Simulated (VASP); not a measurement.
Computed with PBE GGA, VASP's PBE PAW potentials (set 64) (plane waves; VASP).

Input for VASP

**INCAR**
```
SYSTEM = BN
PREC = Accurate; ENCUT = 620; LREAL = .FALSE.
LASPH = .TRUE.
EDIFF = 1E-6; NELM = 100; ALGO = Normal
ISMEAR = 0; SIGMA = 0.05
GGA = PE
IBRION = 2; NSW = 40; ISIF = 3
EDIFFG = -0.02; PSTRESS = 300
LWAVE = .FALSE.; LCHARG = .FALSE.
```

### KPOINTS
```
Automatic mesh
0
Gamma
10 10 5
0 0 0
```

File POSCAR:
```
BN
1.0
  1.2330848483  -2.1357668889   0.0000000000
  1.2330848483   2.1357668889   0.0000000000
  0.0000000000   0.0000000000   5.1463722731
B N
2 2
Cartesian
  1.2330848483   0.7119237201   1.2865930683
  1.2330848483  -0.7119237201   3.8597792048
  1.2330848483  -0.7119237201   1.2865930683
  1.2330848483   0.7119237201   3.8597792048
```

POTCAR, in this order: B N (PBE.64 set). Program: vasp_std.

The run wrote:

File OSZICAR:
```
       N       E                     dE             d eps       ncg     rms          rms(c)
DAV:   1     0.684603473581E+02    0.68460E+02   -0.95321E+03  1008   0.146E+03
DAV:   2    -0.335862828763E+02   -0.10205E+03   -0.93490E+02  1396   0.319E+02
DAV:   3    -0.378497302333E+02   -0.42634E+01   -0.42315E+01  1308   0.661E+01
DAV:   4    -0.378940269094E+02   -0.44297E-01   -0.44277E-01  1204   0.604E+00
DAV:   5    -0.378944510682E+02   -0.42416E-03   -0.42412E-03  1244   0.610E-01    0.116E+01
DAV:   6    -0.347919572560E+02    0.31025E+01   -0.74134E+00  1204   0.247E+01    0.529E+00
DAV:   7    -0.345147576855E+02    0.27720E+00   -0.59947E-01  1188   0.744E+00    0.316E+00
DAV:   8    -0.344597062222E+02    0.55051E-01   -0.17678E-01  1208   0.367E+00    0.343E-01
DAV:   9    -0.344572801193E+02    0.24261E-02   -0.87912E-03  1188   0.993E-01    0.188E-01
DAV:  10    -0.344576878592E+02   -0.40774E-03   -0.60946E-04  1228   0.249E-01    0.283E-02
DAV:  11    -0.344577111255E+02   -0.23266E-04   -0.87661E-05  1232   0.873E-02    0.206E-02
DAV:  12    -0.344577110706E+02    0.54858E-07   -0.17222E-05  1248   0.396E-02    0.282E-03
DAV:  13    -0.344577111795E+02   -0.10894E-06   -0.48810E-07   740   0.735E-03
   1 F= -.29382096E+02 E0= -.29382096E+02  d E =-.293821E+02
```

File OUTCAR:
```
------------------------ aborting loop because EDIFF is reached ----------------------------------------
  FORCE on cell =-STRESS in cart. coord.  units (eV):
  Direction    XX          YY          ZZ          XY          YZ          ZX
  --------------------------------------------------------------------------------------
  Total        5.1444399      5.1444461      5.0960813      0.0000000      0.0000000      0.0000000
  in kB      304.0679697    304.0683346    301.2096811      0.0000000      0.0000000      0.0000000
  external PRESSURE =       3.1153285 kB  Pullay stress =     300.0000000 kB
  volume of cell :       27.11
      direct lattice vectors                 reciprocal lattice vectors
     1.233084848 -2.135766889  0.000000000     0.405487101 -0.234107946  0.000000000
     1.233084848  2.135766889  0.000000000     0.405487101  0.234107946  0.000000000
     0.000000000  0.000000000  5.146372273     0.000000000  0.000000000  0.194311633
  FREE ENERGIE OF THE ION-ELECTRON SYSTEM (eV)
  ---------------------------------------------------
  free  energy   TOTEN  =       -34.4577111795 eV

  energy  without entropy=      -34.4577111795  energy(sigma->0) =      -34.45771118
  enthalpy is  TOTEN    =       -29.3820961211 eV   P V=        5.0756150584

 reached required accuracy - stopping structural energy minimisation
```
(Selected blocks of OUTCAR.)

### OUTCAR
```
 val. band max:        5.2519404536   @ k =   0.3000   0.2000   0.0000

 cond. band min:       9.2290230831   @ k =   0.5000   0.0000   0.2000


 Fermi energy:         5.4882126931

 k-point     1 :       0.0000    0.0000    0.0000
  band No.  band energies     occupation
      1     -13.8596      2.00000
      2     -12.2999      2.00000
      3      -3.1569      2.00000
      4       2.9806      2.00000
      5       3.4731      2.00000
      6       3.4732      2.00000
      7       3.8077      2.00000
      8       3.8078      2.00000
      9      13.0154      0.00000
     10      16.4557      0.00000
     11      16.4558      0.00000
     12      17.1853      0.00000

 k-point     2 :       0.1000   -0.0000    0.0000
  band No.  band energies     occupation
      1     -13.6477      2.00000
      2     -12.1152      2.00000
      3      -2.8750      2.00000
      4       2.6363      2.00000
      5       3.0224      2.00000
      6       3.0704      2.00000
      7       3.1973      2.00000
      8       3.4404      2.00000
      9      13.3639      0.00000
     10      16.2309      0.00000
     11      17.1846      0.00000
     12      17.2328      0.00000

 k-point     3 :       0.2000   -0.0000    0.0000
  band No.  band energies     occupation
      1     -13.0251      2.00000
      2     -11.5797      2.00000
      3      -2.0422      2.00000
      4       0.6392      2.00000
      5       1.1482      2.00000
      6       2.1783      2.00000
      7       2.6074      2.00000
      8       3.8089      2.00000
      9      14.1103      0.00000
     10      14.9197      0.00000
     11      15.6789      0.00000
     12      16.8185      0.00000

 k-point     4 :       0.3000   -0.0000    0.0000
  band No.  band energies     occupation
      1     -12.0452      2.00000
      2     -10.7729      2.00000
      3      -1.6749      2.00000
      4      -1.0566      2.00000
      5      -0.7104      2.00000
      6       1.2825      2.00000
...
```

Without a dispersion term in the relaxation, distances and binding between the weakly bound layers, chains or molecules are unreliable, and so is what depends on them.

The compound is BN in the hex structure. It was relaxed first under an external pressure of 30 GPa.
